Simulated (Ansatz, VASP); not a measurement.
# HfN: VASP beside Ansatz, part 2 of 2

Wanted: the spread between two codes on one cell, functional and k mesh. The cell is taken from a series of runs on this material, whose earlier steps may have relaxed, scaled, displaced or heated it; both programs get it as it stands.

VASP 6.6.1 and Ansatz 0.2.0.

So far: The starting structure; VASP: relaxation of cell and atoms, PBEsol; Ansatz: relaxation of cell and atoms, PBEsol; Comparison.

## (5) VASP: zone-centre phonons, PBEsol

Level of this step: PBEsol; plane waves and PAW (Hf_pv, N) (VASP).

Second derivatives magnify differences that forces hide, and they need a tight electronic threshold.

File INCAR:

```
SYSTEM = HfN
PREC = Accurate
ENCUT = 600
EDIFF = 1E-08
NELM = 120
ISMEAR = 1
SIGMA = 0.15
LREAL = .FALSE.
ALGO = Normal
GGA = PS
NBANDS = 13
LASPH = .TRUE.
LORBIT = 11
LWAVE = .FALSE.
LCHARG = .FALSE.
ISIF = 2
IBRION = 8
GGA_COMPAT = .FALSE.
KPAR = 2
```

File POSCAR:

```
HfN
1.0
    0.0000000000      2.4333767295      2.4333767295
    2.4333767295      0.0000000000      2.4333767295
    2.4333767295      2.4333767295      0.0000000000
Hf N
1 1
Direct
    0.0000000000      0.0000000000      0.0000000000
    0.7500000000      0.7500000000      0.7500000000
```

File KPOINTS:

```
Automatic mesh
0
Gamma
16 16 16
0 0 0
```

PAW data sets: Hf_pv and N (PBE family, release 64).

On the command line:

```bash
> mpirun -np 2 vasp_std
```

Numbers of over 12 decimals in the logs are rounded to 6 here.

What it wrote:

```text
[banner, memory and clock lines left out]
running    2 mpi-ranks, on    1 nodes
[...]
[... a notice as in an earlier step ...]

 LDA part: xc-table for (Slater+PW92), standard interpolation
 POSCAR, INCAR and KPOINTS ok, starting setup
[...]
entering main loop
       N       E                     dE             d eps       ncg     rms          rms(c)
DAV:   1     0.455514722360E+02    0.45551E+02   -0.84993E+03  3778   0.118E+03
DAV:   2    -0.227341416039E+02   -0.68286E+02   -0.64112E+02  5026   0.262E+02
DAV:   3    -0.255549435212E+02   -0.28208E+01   -0.28059E+01  4815   0.456E+01
DAV:   4    -0.255735352903E+02   -0.18592E-01   -0.18585E-01  4163   0.418E+00
[...]
DAV:  14    -0.222702453643E+02    0.20605E-07   -0.54507E-08  4795   0.218E-03    0.944E-04
DAV:  15    -0.222702453815E+02   -0.17114E-07   -0.91171E-09  2420   0.853E-04    0.783E-04
DAV:  16    -0.222702453841E+02   -0.26002E-08   -0.11259E-09  1890   0.384E-04
   1 F= -.22270245E+02 E0= -.22270413E+02  d E =0.503936E-03
[...]
RMM:  12    -0.213213881332E+00   -0.37249E-07   -0.38522E-07 38003   0.247E-05    0.233E-05
RMM:  13    -0.213213887653E+00   -0.63215E-08   -0.19057E-07 36337   0.939E-06    0.257E-05
RMM:  14    -0.213213894380E+00   -0.67271E-08   -0.96642E-08 29560   0.462E-06    0.345E-06
 first order change of Fermi-energy   0.17283E-04
 force on displaced ion       1 direction 1 : -13.136  -0.000  -0.000
 Linear response progress:
  Degree of freedom:   2/  2
       N       E                     dE             d eps       ncg     rms          rms(c)
RMM:   1    -0.235813610172E+00   -0.23581E+00    0.16178E-01 37072   0.308E+00
RMM:   2    -0.233221081023E+00    0.25925E-02   -0.41887E-03 25480   0.467E-01    0.925E-01
RMM:   3    -0.234102372892E+00   -0.88129E-03   -0.98855E-04 24323   0.197E-01    0.537E-01
RMM:   4    -0.235839955827E+00   -0.17376E-02   -0.73136E-04 24269   0.176E-01    0.583E-02
[...]
RMM:  10    -0.235575182105E+00   -0.29268E-06    0.95934E-09 29730   0.905E-05    0.115E-04
RMM:  11    -0.235575030472E+00    0.15163E-06    0.13001E-08 28118   0.225E-05    0.131E-05
RMM:  12    -0.235575025779E+00    0.46927E-08   -0.11592E-08 28677   0.537E-06    0.147E-05
 first order change of Fermi-energy   0.31156E-04
 force on displaced ion       2 direction 1 : -13.143   0.000   0.000
 Linear response finished
```

Parts of OUTCAR (step 5):

```text
  Total       -0.1674600     -0.1674600     -0.1674600      0.0000000      0.0000000      0.0000000
  in kB       -9.3103013     -9.3103013     -9.3103013      0.0000000      0.0000000      0.0000000
  external PRESSURE =      -9.3103013 kB  Pullay stress =       0.0000000 kB

 POSITION                                       TOTAL-FORCE (eV/Angst)
 -----------------------------------------------------------------------------------
      0.00000      0.00000      0.00000         0.000000     -0.000000     -0.000000
      3.65007      3.65007      3.65007        -0.000000      0.000000      0.000000
 -----------------------------------------------------------------------------------
    total drift:                                0.000000      0.000000      0.000000

[... 1 part as in an earlier step ...]

[... 1 further part left out ...]
```

## (6) Ansatz: zone-centre phonons, PBEsol

The same cell, functional, mesh and smearing now go to Ansatz, which takes its cutoff from its data sets.

The cell is taken from a series of runs on this material, whose earlier steps may have relaxed, scaled, displaced or heated it; both programs get it as it stands.

File input.yaml:

```yaml
crystal:
  lattice:
    - [0.0, 2.4333767295, 2.4333767295]
    - [2.4333767295, 0.0, 2.4333767295]
    - [2.4333767295, 2.4333767295, 0.0]
  atoms:
    - { symbol: Hf, position: [0.0, 0.0, 0.0] }
    - { symbol: "N", position: [0.75, 0.75, 0.75] }
kpoints:
  mp_grid: { grid: [16, 16, 16] }
hamiltonian:
  xc: pbesol
scf:
  occupations: { method: methfessel_paxton, width: 0.15 }
output:
  eigenvalues: true
phonons:
  method: dfpt
```

On the command line:

```bash
> ansatz run input.yaml --threads 4 --pin off --max-ram 7168MiB --backend cpu --events-out ev --progress --plain --runs-dir out
```

What it wrote:

```text
zone centre: on kpoints.mp_grid the ground state, and the responses unless they are solved on pairs of k-points, stand on 349 of the mesh's 4096 k-points, reduced under 8 symmetry operations, with k and −k counted as one. Each operation leaves every solved displacement unchanged or reverses it
[...]
Crystal: 2 atoms, lattice volume = 28.818 Å³
[...]
k mesh reduced under 8 symmetry operations, with k and −k counted as one. Each operation leaves every solved displacement unchanged or reverses it
  ASR residual: 2.191e-5 → 0.000e0 eV/Å²; symmetrization residual: 9.594e-7 eV/Å²
  ASR residual per site (eV/Å²): 2.00e-5 2.19e-5
  Γ frequencies (cm⁻¹): 0.00 0.00 0.00 523.74 523.74 523.74
  non-analytic LO–TO correction: not included (Born effective charges unavailable; polar crystals: no LO–TO splitting at Γ)
[key lines of the parts left out:]
SCF converged after 9 iterations
Free energy (F): -15979.571371 eV
Fermi energy:    18.194681 eV
```

## (7) Side by side

What differs besides the data sets and the points named for the pairs above, as far as they apply: the data sets hold 31 valence electrons in Ansatz (on its default PAW (the set named soft_2) files) and 15 in VASP. Total energies have different zeros and are not compared.

The two programs side by side:

```
                  quantity  Ansatz   VASP  difference
optical mode 1 to 3 (cm⁻¹)   523.7  524.7     -0.18 %
```

Modes are paired by rising frequency, not by their patterns, so a pair may set unlike modes beside each other; they are those without the splitting of longitudinal modes.

## (8) Summary of results

```yaml
difference_in_volume_relaxation_of_cell_and_atoms_pbesol: 0.45 %
r_m_s_difference_of_the_optical_zone_centre_modes_each_program_s_sorted_by_frequency_zone_centre_phonons_pbesol: 0.92 cm⁻¹
```

**Reading.** The difference in volume is 0.45 % (relaxation of cell and atoms, PBEsol), within the 1.2 % picked in this series as the mark of a large difference, as far as the stopping tolerances let one tell. The data sets hold unlike numbers of valence electrons (31 in Ansatz and 15 in VASP), so part of the differences comes from the potentials. 1 further run of this series is not shown here. How closely two codes agree says nothing of how well the functional describes the real material.

[Lines on the potential files, build, host, timing and source positions are cut from VASP's logs without a mark.]

[Logs are printed without paths, hosts, clocks, repeated set-up lines and the standing remarks that a program may print on its own settings, such as how far it seeks lower states.]

[Hosts, paths, dates, database ids (printed as entryN), source tags and the programs' standing remarks are cut or masked in the printed files.]
